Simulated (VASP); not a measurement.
Data:

```
Cr
1.0
    2.88000     0.00000     0.00000
    0.00000     2.88000     0.00000
    0.00000     0.00000     2.88000
Cr
2
Cartesian
  0.00000   0.00000   0.00000
  1.44000   1.44000   1.44000
```
Starting moments (μB, in the order of the record's atoms Cr Cr): 1.5 -1.5.

All values below come from revTPSS meta-GGA, VASP's PBE PAW potentials (set 64) (plane waves; VASP). Numerical set-up: 520 eV cut-off, 11×11×11 Γ-centred mesh, first-order Methfessel-Paxton smearing of 0.10 eV, potentials Cr_pv.

Energy and stress use the plane-wave basis of the starting cell.

Q: The ions, cell shape and volume are relaxed. Predict the relaxed structure.

A: 
```
Cr
1.0
    2.83733     0.00000     0.00000
    0.00000     2.83733     0.00000
    0.00000     0.00000     2.83733
Cr
2
Direct
  0.00000   0.00000   0.00000
  0.50000   0.50000   0.50000
```
Space group Im-3m (229), at a tolerance of 0.03 Å. The cell ends with 0.00 μB, on the sites 1.15 -1.15 μB.

Q: How do energy and volume change from the first to the last step?

A: The energy (σ→0) changes by -13.4 meV/atom and the volume by -4.4 %, in 6 ionic steps.

| step | E(σ→0) (eV) | max force (eV/Å) | pressure (GPa) | volume (Å³) |
|---|---|---|---|---|
| 1 | -16.5055 | 0.000 | -7.97 | 23.89 |
| 2 | -16.5046 | 0.000 | 9.98 | 21.89 |
| 3 | -16.5324 | 0.000 | -0.17 | 22.85 |
| 4 | -16.5324 | 0.000 | 0.17 | 22.83 |
| 5 | -16.5324 | 0.000 | -0.27 | 22.87 |
| 6 | -16.5324 | 0.000 | -0.11 | 22.84 |

The compound is Cr in the bcc, AFM order structure. This run relaxes it. Symmetry was kept, so distortions that lower it aren't found.
